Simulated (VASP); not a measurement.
```
Be2C
1.0
    0.00000     2.11425     2.11425
    2.11425     0.00000     2.11425
    2.11425     2.11425     0.00000
Be C
2 1
Direct
  0.25000   0.25000   0.25000
  0.75000   0.75000   0.75000
  0.00000   0.00000   0.00000
```

Method: AM05 GGA, VASP's PBE PAW potentials (set 64) (plane waves; VASP). Settings: 520 eV cut-off, 9×9×9 Γ-centred mesh, Gaussian smearing of 0.050 eV, potentials Be C.

Problem. Predict the energy per atom (σ→0), pressure.

Solution. 
```
Item                           Result
---------------------  --------------
energy per atom (σ→0)  -5.997 eV/atom
pressure                    13.85 GPa
```

Total energies compare only between runs with the same potentials, cut-off and functional.

The compound is Be2C in the antifluorite structure. This cell is one point of a volume scan, at 0.94 of the reference volume.
